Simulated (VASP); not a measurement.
Given:

```yaml
crystal:
  lattice:
    - [3.80969, 0.00000, 0.00000]
    - [0.00000, 3.80969, 0.00000]
    - [0.00000, 0.00000, 4.91630]
  atoms:
    - { symbol: Sn, position: [0.50000, 0.00000, 0.76542] }
    - { symbol: Sn, position: [0.00000, 0.50000, 0.23458] }
    - { symbol: O, position: [0.50000, 0.50000, 0.00000] }
    - { symbol: O, position: [0.00000, 0.00000, 0.00000] }
```

Level of theory: r2SCAN meta-GGA, VASP's PBE PAW potentials (set 64) (plane waves; VASP). Run with 600 eV cut-off, 6×6×4 Γ-centred mesh, Gaussian smearing of 0.050 eV, potentials Sn_d O.

Unless said otherwise, spin-orbit coupling is left out, though it shifts the bands of the heavy elements here.

Task: What does the run give for the energy per atom (σ→0), band gap (on the k-mesh) with the smallest direct gap where there is one?

Result: 
| Property | Result |
|---|---|
| band gap (on the k-mesh) | 0.30 eV |
| smallest direct gap (on the k-mesh) | 2.36 eV |
| energy per atom (σ→0) | -16.728 eV/atom |

The absolute energy has meaning only against runs of the same code, potentials and settings.

The compound is SnO in the litharge structure. It was relaxed first.
